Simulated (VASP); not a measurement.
Data:

```
CELL_PARAMETERS angstrom
     -1.61923     1.61923     3.94229
      1.61923    -1.61923     3.94229
      1.61923     1.61923    -3.94229
ATOMIC_POSITIONS crystal
  Si 0.66562 0.66562 0.00000
  Si 0.33438 0.33438 0.00000
  W  0.00000 0.00000 0.00000
```

The numbers are results of revPBE GGA, VASP's PBE PAW potentials (set 64) (plane waves; VASP), not measurements. Settings: 520 eV cut-off, Gaussian smearing of 0.050 eV, potentials Si W_sv.

Q: Give the energies of bands 6 to 14 at the high-symmetry points, in eV from the Fermi level.

A: 
```
band      Γ      X      P      N       M      S      R
----  -----  -----  -----  -----  ------  -----  -----
6     -6.70  -6.86  -6.62  -9.78  -10.86  -9.27  -8.01
7     -3.74  -5.93  -6.47  -5.63   -3.71  -7.65  -5.82
8     -3.19  -5.49  -6.47  -4.79   -2.53  -2.97  -5.06
9     -2.79  -4.94  -3.01  -2.72   -0.85  -2.63  -4.06
10    -2.79  -3.15  -2.39  -2.68   -0.85  -2.42  -3.02
11     0.60  -1.76  -2.39  -0.41   -0.48  -0.30  -2.29
12     2.62   2.71   0.04   2.64   -0.48   1.78   1.92
13     2.96   2.90   2.90   2.73    0.78   2.49   2.11
14     3.02   3.04   3.52   3.90    4.44   3.47   2.96
```

It has no gap at this level: it comes out as a metal or semimetal.

The compound is WSi2 in the MoSi2 type structure. It was relaxed first.
